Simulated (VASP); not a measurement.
Computed with PBE GGA, VASP's PBE PAW potentials (set 64) (plane waves; VASP 6.6.1).

The input files of a VASP run:

INCAR:
```
ALGO = Normal   ! blocked Davidson
ISPIN = 2   ! spin-polarised
EDIFF = 1E-6
ISMEAR = 0   ! Gaussian
GGA = PE
LCHARG = F
LASPH = T
ISIF = 2
LREAL = F   ! projection in real space or not
SIGMA = 0.05   ! width (eV)
LMAXMIX = 4
SYSTEM = ZnCr3C
NELM = 100   ! most electronic steps
ENCUT = 520
MAGMOM = 0.0 0.0 3.0 3.0 3.0
PREC = Accurate
LORBIT = 10
ISYM = 0
LWAVE = F
```

File POSCAR:
```
ZnCr3C
1
    3.9941610000     0.0000000000     0.0000000000
    0.0000000000     3.9941610000     0.0000000000
    0.0000000000     0.0000000000     3.9941610000
Zn C Cr
1 1 3
Direct
  0.0000000000   0.0000000000   0.0000000000
  0.5000000000   0.5000000000   0.5000000000
  0.0000000000   0.5000000000   0.5000000000
  0.5000000000   0.5000000000   0.0000000000
  0.5000000000   0.0000000000   0.5000000000
```

File KPOINTS:
```
Automatic mesh
0
Gamma
5 5 5
0 0 0
```

POTCAR, in this order: Zn C Cr_pv (PBE.64 set). Program: vasp_std.

Output of the run:

**OSZICAR**
```
       N       E                     dE             d eps       ncg     rms          rms(c)
DAV:   1     0.576067319080E+03    0.57607E+03   -0.28456E+04  9176   0.187E+03
DAV:   2     0.198299967067E+01   -0.57408E+03   -0.55499E+03  9104   0.511E+02
DAV:   3    -0.442625976795E+02   -0.46246E+02   -0.44472E+02  9888   0.154E+02
DAV:   4    -0.461286013287E+02   -0.18660E+01   -0.18479E+01 10352   0.288E+01
DAV:   5    -0.461761299754E+02   -0.47529E-01   -0.47509E-01 11040   0.434E+00    0.299E+01
DAV:   6    -0.389127531473E+02    0.72634E+01   -0.63995E+01 11476   0.636E+01    0.145E+01
DAV:   7    -0.379725527380E+02    0.94020E+00   -0.12189E+01 10340   0.323E+01    0.644E+00
DAV:   8    -0.379184592171E+02    0.54094E-01   -0.78703E-01 10384   0.748E+00    0.266E+00
DAV:   9    -0.379002048886E+02    0.18254E-01   -0.16554E-01 10012   0.307E+00    0.220E+00
DAV:  10    -0.379250542333E+02   -0.24849E-01   -0.81822E-02 11732   0.297E+00    0.231E+00
DAV:  11    -0.379218371358E+02    0.32171E-02   -0.31033E-02 11504   0.187E+00    0.156E+00
DAV:  12    -0.379284606217E+02   -0.66235E-02   -0.20290E-02 10240   0.100E+00    0.779E-01
DAV:  13    -0.379295301799E+02   -0.10696E-02   -0.10957E-02 12012   0.102E+00    0.635E-01
DAV:  14    -0.379284839057E+02    0.10463E-02   -0.90343E-03 11560   0.109E+00    0.391E-01
DAV:  15    -0.379285905366E+02   -0.10663E-03   -0.14031E-03 10944   0.424E-01    0.113E-01
DAV:  16    -0.379286560644E+02   -0.65528E-04   -0.37947E-04 10304   0.141E-01    0.428E-02
DAV:  17    -0.379286592308E+02   -0.31664E-05   -0.35608E-05 12452   0.357E-02    0.186E-02
DAV:  18    -0.379286594323E+02   -0.20147E-06   -0.42282E-06  9596   0.157E-02
   1 F= -.37928659E+02 E0= -.37926993E+02  d E =-.333237E-02  mag=     6.2525
```

OUTCAR:
```
------------------------ aborting loop because EDIFF is reached ----------------------------------------
  FORCE on cell =-STRESS in cart. coord.  units (eV):
  Direction    XX          YY          ZZ          XY          YZ          ZX
  --------------------------------------------------------------------------------------
  Total       -3.1763819     -3.1761874     -3.1738505      0.0000147     -0.0000023     -0.0000013
  in kB      -79.8668566    -79.8619661    -79.8032079      0.0003694     -0.0000568     -0.0000324
  external PRESSURE =     -79.8440102 kB  Pullay stress =       0.0000000 kB
  volume of cell :       63.72
      direct lattice vectors                 reciprocal lattice vectors
     3.994161000  0.000000000  0.000000000     0.250365471  0.000000000  0.000000000
     0.000000000  3.994161000  0.000000000     0.000000000  0.250365471  0.000000000
     0.000000000  0.000000000  3.994161000     0.000000000  0.000000000  0.250365471
 POSITION                                       TOTAL-FORCE (eV/Angst)
 -----------------------------------------------------------------------------------
      0.00000      0.00000      0.00000         0.000001      0.000000     -0.000000
      1.99708      1.99708      1.99708         0.000000      0.000001      0.000001
      0.00000      1.99708      1.99708         0.000001     -0.000001      0.000001
      1.99708      1.99708      0.00000        -0.000002     -0.000001      0.000000
      1.99708      0.00000      1.99708        -0.000000      0.000002     -0.000001
 -----------------------------------------------------------------------------------
    total drift:                               -0.000003     -0.000002      0.000003
  FREE ENERGIE OF THE ION-ELECTRON SYSTEM (eV)
  ---------------------------------------------------
  free  energy   TOTEN  =       -37.9286594323 eV

  energy  without entropy=      -37.9253270664  energy(sigma->0) =      -37.92699325

 total charge

# of ion       s       p       d       tot
------------------------------------------
    1        0.586   0.499   9.705  10.789
    2        0.896   1.567   0.000   2.463
    3        0.311   6.322   4.154  10.787
    4        0.311   6.322   4.153  10.787
    5        0.311   6.322   4.153  10.787
--------------------------------------------------
tot          2.415  21.032  22.165  45.613

 magnetization (x)

# of ion       s       p       d       tot
------------------------------------------
    1       -0.046  -0.066   0.047  -0.065
    2       -0.020  -0.116   0.000  -0.136
    3        0.010   0.014   2.041   2.066
    4        0.010   0.014   2.041   2.066
    5        0.010   0.014   2.041   2.066
--------------------------------------------------
tot         -0.035  -0.139   6.171   5.997
```
(Selected blocks of OUTCAR.)

The moments were started parallel, and other spin orders were not tried in this run.

The structure was generated: ZnCr3C was put into the cubic-perovskite type (Pm-3m), which need not be its known phase. The cell was not relaxed at this level. The k-mesh is coarse (spacing up to 0.31 per Å, 2π included), so the numbers may not be converged in it. The run is one of a series of settings (ISYM = 0 against the base run), some of them coarse on purpose.
